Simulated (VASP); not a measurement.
Level of theory: PBE GGA, VASP's PBE PAW potentials (set 64) (plane waves; VASP).

VASP ran on this input.

File POSCAR:
```
Pt
1.0
  0.0000000000   1.9396114765   1.9396114765
  1.9396114765   0.0000000000   1.9396114765
  1.9396114765   1.9396114765   0.0000000000
Pt
1
Cart
  0.0000000000   0.0000000000   0.0000000000
```

INCAR:
```
SYSTEM=Pt
PREC=Accurate; ENCUT=480; LREAL=.FALSE.
LASPH=.TRUE.
EDIFF=1E-7; NELM=100; ALGO=Normal
LMAXMIX=6
ISMEAR=1; SIGMA=0.1
GGA=PE
IBRION=2; NSW=40; ISIF=3
EDIFFG=-0.01; PSTRESS=200
LWAVE=.FALSE.; LCHARG=.FALSE.
```

KPOINTS:
```
Automatic mesh
0
Gamma
14 14 14
0 0 0
```

POTCAR, in this order: Pt (PBE.64 set). Program: vasp_std.

The resulting files:

**OSZICAR**
```
       N       E                     dE             d eps       ncg     rms          rms(c)
DAV:   1     0.335358216000E+02    0.33536E+02   -0.52675E+03  1984   0.965E+02
DAV:   2    -0.602650289223E+01   -0.39562E+02   -0.37620E+02  1954   0.181E+02
DAV:   3    -0.641549063541E+01   -0.38899E+00   -0.38223E+00  2263   0.176E+01
DAV:   4    -0.641667762697E+01   -0.11870E-02   -0.11869E-02  2124   0.102E+00
DAV:   5    -0.641668616156E+01   -0.85346E-05   -0.85361E-05  2124   0.741E-02    0.142E+01
DAV:   6    -0.609400049017E+01    0.32269E+00   -0.77095E-01  1909   0.817E+00    0.758E+00
DAV:   7    -0.604971542047E+01    0.44285E-01   -0.17004E-01  2004   0.372E+00    0.254E+00
DAV:   8    -0.604593341167E+01    0.37820E-02   -0.59908E-03  2004   0.779E-01    0.461E-01
DAV:   9    -0.604582444430E+01    0.10897E-03   -0.43562E-05  1960   0.724E-02    0.158E-02
DAV:  10    -0.604582966781E+01   -0.52235E-05   -0.21387E-06  2311   0.137E-02    0.968E-04
DAV:  11    -0.604582977379E+01   -0.10599E-06   -0.45342E-08  1391   0.214E-03    0.912E-04
DAV:  12    -0.604582974128E+01    0.32513E-07   -0.44826E-09   994   0.619E-04
   1 F= -.42240593E+01 E0= -.42241564E+01  d E =-.422406E+01
```

**OUTCAR**
```
------------------------ aborting loop because EDIFF is reached ----------------------------------------
  FORCE on cell =-STRESS in cart. coord.  units (eV):
  Direction    XX          YY          ZZ          XY          YZ          ZX
  --------------------------------------------------------------------------------------
  Total        1.8273126      1.8273126      1.8273126     -0.0000000      0.0000000     -0.0000000
  in kB      200.6084369    200.6084369    200.6084369     -0.0000000      0.0000000     -0.0000000
  external PRESSURE =       0.6084369 kB  Pullay stress =     200.0000000 kB
  volume of cell :       14.59
      direct lattice vectors                 reciprocal lattice vectors
     0.000000000  1.939611477  1.939611477    -0.257783585  0.257783585  0.257783585
     1.939611477  0.000000000  1.939611477     0.257783585 -0.257783585  0.257783585
     1.939611477  1.939611477  0.000000000     0.257783585  0.257783585 -0.257783585
 POSITION                                       TOTAL-FORCE (eV/Angst)
 -----------------------------------------------------------------------------------
      0.00000      0.00000      0.00000         0.000000      0.000000      0.000000
 -----------------------------------------------------------------------------------
    total drift:                                0.000000      0.000000      0.000000
  FREE ENERGIE OF THE ION-ELECTRON SYSTEM (eV)
  ---------------------------------------------------
  free  energy   TOTEN  =        -6.0458297413 eV

  energy  without entropy=       -6.0461209329  energy(sigma->0) =       -6.04592681
  enthalpy is  TOTEN    =        -4.2240593291 eV   P V=        1.8217704122

 reached required accuracy - stopping structural energy minimisation
```
(Selected blocks of OUTCAR.)

The compound is Pt in the fcc structure. It was relaxed first under an external pressure of 20 GPa.
